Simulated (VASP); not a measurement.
For cubic MgO (rock salt), PBE GGA, VASP's PBE PAW potentials (set 64) (VASP 6.6.1) gives ε∞ = 3.16, a static ε₀ = 10.68 and a transverse optical mode at 373 cm⁻¹.

Question: Estimate the longitudinal optical frequency at Γ.

Answer: By the Lyddane-Sachs-Teller relation, ω_LO = ω_TO √(ε₀/ε∞) = 373 × √(10.68/3.16) = 686 cm⁻¹.

Measured: ε∞ 2.96 at 296 K (computed value off by +6.9 %), as given by R. E. Stephens and I. H. Malitson. Index of refraction of magnesium oxide, J. Res. Natl. Bur. Stand. 49 249-252 (1952) [long-wavelength limit of the electronic terms of a dispersion formula fitted to measured refractive indices over 0.36-5.4 um; lattice terms left out].

The compound is MgO in the rock salt structure. It was relaxed first.
